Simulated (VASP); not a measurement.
These are PBE GGA + U (Dudarev), VASP's PBE PAW potentials (set 64) (plane waves; VASP) values and carry that method's errors.

The input files of a VASP run:

### INCAR
```
! general
SYSTEM    = MnO
PREC      = Accurate
ENCUT     = 520
LREAL     = .FALSE.
LASPH     = .TRUE.   ! aspherical one-centre terms

! electronic loop
EDIFF     = 1E-7   ! SCF stop (eV)
NELM      = 100   ! most electronic steps
ALGO      = Normal   ! blocked Davidson
LMAXMIX   = 4   ! l cut-off of mixed one-centre charges

! smearing
ISMEAR    = -5   ! tetrahedra, Bloechl

! functional
GGA       = PE   ! PBE

! spin
ISPIN     = 2   ! spin-polarised
MAGMOM    = 4.6 -4.6 2*0.0

! DFT+U
LDAU      = .TRUE.
LDAUTYPE  = 2   ! Dudarev
LDAUL     = 2 -1
LDAUU     = 3.9 0
LDAUJ     = 0 0
LDAUPRINT = 1

! ions
ISIF      = 2

! output
LWAVE     = .FALSE.
LCHARG    = .TRUE.
LORBIT    = 11
NEDOS     = 601

! other
LEFG      = .TRUE.
```

**KPOINTS**
```
Automatic mesh
0
Gamma
9 9 9
0 0 0
```

File POSCAR:
```
MnO
1
    4.4643552610     2.2009823242     2.2009823242
    2.2009823242     4.4643552610     2.2009823242
    2.2009823242     2.2009823242     4.4643552610
Mn O
2 2
Direct
  0.0000000000   0.0000000000   0.0000000000
  0.5000000000   0.5000000000   0.5000000000
  0.2500000000   0.2500000000   0.2500000000
  0.7500000000   0.7500000000   0.7500000000
```

POTCAR, in this order: Mn_pv O (PBE.64 set). Program: vasp_std.

Question: What will the output report for the number of irreducible k-points (NKPTS), number of bands (NBANDS), largest plane-wave count, number of space-group operations, FFT grid (NGX, NGY, NGZ)?

Answer: 
| Item | Result |
|---|---|
| number of irreducible k-points (NKPTS) | 85 |
| number of bands (NBANDS) | 23 |
| largest plane-wave count | 1237 |
| number of space-group operations | 12 |
| FFT grid (NGX, NGY, NGZ) | 40 × 40 × 40 |

The compound is MnO in the rock salt, AFM-II order structure. It was relaxed first.
